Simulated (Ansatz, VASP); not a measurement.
# MoN2: VASP beside Ansatz

Contents of INCAR:

```
SYSTEM = MoN2
PREC = Accurate
ENCUT = 520
EDIFF = 1E-8
ISMEAR = -1
SIGMA = 0.03
LREAL = .False.
LASPH = .True.
NELM = 100
ALGO = Fast
ISIF = 2
LWAVE = .False.
LCHARG = .False.
GGA = PE
LEFG = .True.
NBANDS = 19
```

Contents of KPOINTS:

```
Automatic mesh
0
Gamma
  14 14 8
  0 0 0
```

The input POSCAR:

```
MoN2
1.0
    2.9913913412      0.0000000000      0.0000000000
   -1.4956956706      2.5906208941      0.0000000000
    0.0000000000      0.0000000000      5.5285099942
Mo N
1 2
Direct
    0.0000000000      0.0000000000      0.0000000000
    0.3333333333      0.6666666667      0.1906065660
    0.6666666667      0.3333333333      0.8093934340
```

Input for Ansatz:

```yaml
crystal:
  lattice:
    - [2.9913913412, 0.0, 0.0]
    - [-1.4956956706, 2.5906208941, 0.0]
    - [0.0, 0.0, 5.5285099942]
  atoms:
    - { symbol: Mo, position: [0.0, 0.0, 0.0] }
    - { symbol: "N", position: [0.3333333333, 0.6666666667, 0.190606566] }
    - { symbol: "N", position: [0.6666666667, 0.3333333333, 0.809393434] }
kpoints:
  mp_grid: { grid: [14, 14, 8] }
  band_path:
    path:
      - [0.0, 0.0, 0.0]
      - [0.5, 0.0, 0.0]
      - [0.3333333333, 0.3333333333, 0.0]
      - [0.0, 0.0, 0.0]
      - [0.0, 0.0, 0.5]
      - [0.5, 0.0, 0.5]
      - [0.3333333333, 0.3333333333, 0.5]
      - [0.0, 0.0, 0.5]
      - [0.5, 0.0, 0.5]
    npoints: 8
scf:
  occupations: { method: fermi_dirac, width: 0.03 }
hamiltonian:
  xc: pbe
  pseudopotentials: { kind: paw }
output:
  forces: true
  stress: true
  eigenvalues: true
  efg: { contact_densities: true }
  populations: true
  bader: true
  dos: { projected: true, de: 0.2, e_range: [-14, 8] }
```

Alike in both runs: task electric field gradients; functional PBE; k mesh 14 × 14 × 8; occupations fermi-dirac, width 0.03 eV; no spin polarisation.

|  | VASP | Ansatz |
| --- | --- | --- |
| version | VASP 6.6.1 | Ansatz 0.2.0 |
| potentials or method | VASP PAW PBE potentials, release 64 (Mo_sv, N) | PAW with Ansatz's default frozen-core files, scalar-relativistic |
| plane-wave cutoff (eV) | 520 | 420 |
| valence electrons in the cell | 24 | 24 |

|  | VASP | Ansatz | Ansatz less VASP |
| --- | --- | --- | --- |
| pressure (GPa) | 0.3 | 0.0 | -0.31 |
| largest component of the traceless stress (GPa) | 0.20 | 0.02 | -0.175 |
| rms of the force components (eV/Å) | 0.013 | 0.001 | -0.0125 |
| Vzz of the field gradient on the site that differs most (V/Å²) | -42.8 | -47.6 | -4.74 |

Atom by atom the forces differ by 0.013 eV/Å (rms over components). Ansatz warned: «gradients_without_spin_orbit».

Caveats: this functional lacks dispersion, which binds the layers, so the pressure and a relaxed spacing across them are unreliable.
